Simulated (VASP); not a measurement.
Input:

```xyz
6
Lattice="1.5750 -2.7280 0.0000 1.5750 2.7280 0.0000 0.0000 0.0000 12.3200" Properties=species:S:1:pos:R:3 pbc="T T T"
W      1.5750     0.9093     3.0800
W      1.5750    -0.9093     9.2400
S      1.5750     0.9093    10.8170
S      1.5750    -0.9093     4.6570
S      1.5750    -0.9093     1.5030
S      1.5750     0.9093     7.6630
```

Computed with PBE GGA, VASP's PBE PAW potentials (set 64) (plane waves; VASP). Run with 300 eV cut-off, 7×7×2 Γ-centred mesh, Fermi-Dirac smearing of 0.020 eV, potentials W_sv S.

At this cut-off the stress carries a Pulay error, which pulls relaxed volumes low.

### Question
Give the stress tensor in GPa (positive for a compressed cell).

### Answer

```
3.81  0.00  0.00
0.00  3.81  0.00
0.00  0.00  2.94
```
The pressure is its mean diagonal, 3.52 GPa.

The structure is a typed WS2 crystal (P6_3/mmc). The cell was not relaxed at this level.
